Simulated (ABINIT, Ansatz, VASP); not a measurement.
# One structure in several programs: SrAs₂Ru₂ (I4/mmm, 5 atoms in the cell)

Self-consistent single point.

```
Sr(AsRu)2
1.0
   -2.08740     2.08740     5.70048
    2.08740    -2.08740     5.70048
    2.08740     2.08740    -5.70048
Sr As Ru
1 2 2
Direct
  0.00000   0.00000   0.00000
  0.64322   0.64322   0.00000
  0.35678   0.35678   0.00000
  0.25000   0.75000   0.50000
  0.75000   0.25000   0.50000
```

All programs got the same cell, k-point mesh and kind of occupations (in Ansatz's words: kpoints.mp_grid.grid = 6 6 6; scf.occupations.method = gaussian; scf.occupations.width = 0.05 eV); potentials, basis and cutoffs are each program's usual ones.

```
code                                                                              model  pressure (GPa)  largest force (eV/Å)   cutoff
------  -------------------------------------------------------------------------------  --------------  --------------------  -------
VASP                                       LDA (PZ), VASP's LDA PAW potentials (set 64)           -5.27                 0.094   300 eV
ABINIT  LDA (PW92), norm-conserving pseudopotentials (PseudoDojo nc-sr-04 LDA standard)           -5.42                 0.126    44 Ha
Ansatz                                              LDA (PW92), PAW files made with PBE           -5.63                 0.154  default
```

The spread over the programs that give each value: pressure within 0.36 GPa; largest force within 0.060 eV/Å.

The starting cell comes from a database of computed structures (which also holds hypothetical and non-ambient phases and stackings), without a prior relaxation at this level. On Ansatz's run: Spin polarisation is off. In the base run, with a pressure of about -6 GPa the cell is away from its equilibrium volume at this level.

Task: Why do the programs differ, and what cannot be compared?

Result: Differences of this kind can come from the potentials, where these differ, and from what each basis and cutoff leave unconverged. The valence holds different numbers of electrons (VASP 48, ABINIT 72, Ansatz (a first-principles code) 72). The zero of total energies and Fermi levels follows the potentials and each program's conventions, so they are not compared here. Ansatz's pressure is given at a fixed set of plane waves, as the other plane-wave codes print theirs; with its correction for the finite basis it is -5.54 GPa. The same LDA comes in different parametrisations, which differ slightly.

VASP's run is marked for a possible Pulay error in its stress at this cutoff; no cutoff test was made.

Left out of this page: Quantum ESPRESSO, GPAW, CP2K, Elk and SIESTA (not drawn, or without a comparable value); FLEUR (with a known weakness of the program).

Keys are those of Ansatz 0.2.
